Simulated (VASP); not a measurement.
An input for Quantum ESPRESSO's pw.x (written as the equivalent of a VASP run, and not itself run):

```
&CONTROL
  calculation = 'scf'
  pseudo_dir = './pseudo'
  outdir = './out'
  tprnfor = .true.
  tstress = .true.
/
&SYSTEM
  ibrav = 0
  nat = 4
  ntyp = 2
  ecutwfc = 84
  occupations = 'smearing'
  smearing = 'methfessel-paxton'
  degauss = 0.01999
  input_dft = 'pbesol'
/
&ELECTRONS
  conv_thr = 7.3e-08
  electron_maxstep = 100
/
ATOMIC_SPECIES
  Ti 47.867 Ti.upf
  Al 26.982 Al.upf
CELL_PARAMETERS angstrom
    -1.9076650    1.9076650    4.2729650
     1.9076650   -1.9076650    4.2729650
     1.9076650    1.9076650   -4.2729650
ATOMIC_POSITIONS crystal
  Ti   0.0000000  0.0000000  0.0000000
  Al   0.5000000  0.5000000  0.0000000
  Al   0.7500000  0.2500000  0.5000000
  Al   0.2500000  0.7500000  0.5000000
K_POINTS automatic
  19 19 19 0 0 0
```

Q: Translate this input to VASP (INCAR, KPOINTS, POSCAR, choice of POTCAR).

A: Several could match; the one computed here: 
File POSCAR:
```
TiAl3
1
   -1.9076650000     1.9076650000     4.2729650000
    1.9076650000    -1.9076650000     4.2729650000
    1.9076650000     1.9076650000    -4.2729650000
Ti Al
1 3
Direct
  0.0000000000   0.0000000000   0.0000000000
  0.5000000000   0.5000000000   0.0000000000
  0.7500000000   0.2500000000   0.5000000000
  0.2500000000   0.7500000000   0.5000000000
```

### KPOINTS
```
Automatic mesh
0
Gamma
19 19 19
0 0 0
```

INCAR:
```
SYSTEM = TiAl3
PREC = Accurate
ENCUT = 300
EDIFF = 1E-6
NELM = 100
ALGO = Normal
LREAL = .FALSE.
LASPH = .TRUE.
ISMEAR = 1
SIGMA = 0.272
GGA = PS
LMAXMIX = 4
LWAVE = .FALSE.
LCHARG = .FALSE.
ISIF = 2
```

POTCAR, in this order: Ti_sv Al (PBE.64 set). Program: vasp_std.

What does not carry over: the potentials are each code's own (VASP's PAW set, PseudoDojo norm-conserving files in pw.x), so ENCUT and ecutwfc are chosen apart and not converted; conv_thr bounds pw.x's estimated SCF error, while EDIFF bounds the energy change between steps.

The structure comes from a computed database's TiAl3 entry; how it stands against other phases isn't given here. The cell was not relaxed at this level. The run is one of a series of settings (KPOINTS 19×19×19 Γ-centred mesh against the base run), some of them coarse on purpose.
